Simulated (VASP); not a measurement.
A run of VASP 6.6.1 is set up as follows.

POSCAR

```
TlAgS2
1.0
    4.0387051748      0.0000000000      0.0000000000
    0.0000000000      4.0387051748      0.0000000000
    0.0000000000      0.0000000000      6.0023381934
Ag S Tl
1 2 1
Direct
    0.0000000000      0.0000000000      0.0000000000
    0.0000000000      0.5000000000      0.2437383195
    0.5000000000      0.0000000000      0.7562616805
    0.5000000000      0.5000000000      0.5000000000
```

File INCAR.step1:

```
SYSTEM = TlAgS2
  PREC = Accurate
  ENCUT = 520
  ISMEAR = -1
  SIGMA = 0.02
  LREAL = .FALSE.
  LASPH = .TRUE.
  NELM = 100
  NBANDS = 26
  GGA = PE
  ALGO = Normal
  EDIFF = 1E-4
  LWAVE = .TRUE.
  LCHARG = .FALSE.
```

The input INCAR.step2:

```
SYSTEM = TlAgS2
  PREC = Accurate
  ENCUT = 520
  EDIFF = 1E-6
  ISMEAR = -1
  SIGMA = 0.02
  LREAL = .FALSE.
  LASPH = .TRUE.
  NELM = 100
  ALGO = Normal
  ISIF = 2
  LWAVE = .FALSE.
  LCHARG = .FALSE.
  METAGGA = R2SCAN
  LMIXTAU = .TRUE.
  NBANDS = 26
  ISTART = 1
```

Contents of KPOINTS:

```
Automatic mesh
0
G
  6 6 4
  0 0 0
```

Potentials or basis: VASP PAW PBE potentials, release 64 (Ag, S, Tl_d).

The run is started by

```console
$ cat potpaw_PBE.64/Ag/POTCAR potpaw_PBE.64/S/POTCAR potpaw_PBE.64/Tl_d/POTCAR > POTCAR
$ cp INCAR.step1 INCAR
$ mpirun -np 1 vasp_std > vasp.out
$ cp INCAR.step2 INCAR
$ mpirun -np 1 vasp_std > vasp.out
```

Problem. Estimate the band gap on the k mesh.

Solution. None (metal or under the smearing width).

Problem. Predict the largest force.

Solution. 0.011 eV/Å.

Stress tensor (GPa, compression positive):
```
2.91 0.00 0.00
0.00 2.91 0.00
0.00 0.00 2.62
```

Caveat: the PAW data sets were made with another functional, which shifts forces and pressure a little. Spin-orbit coupling is left out, which matters for the levels of Tl.
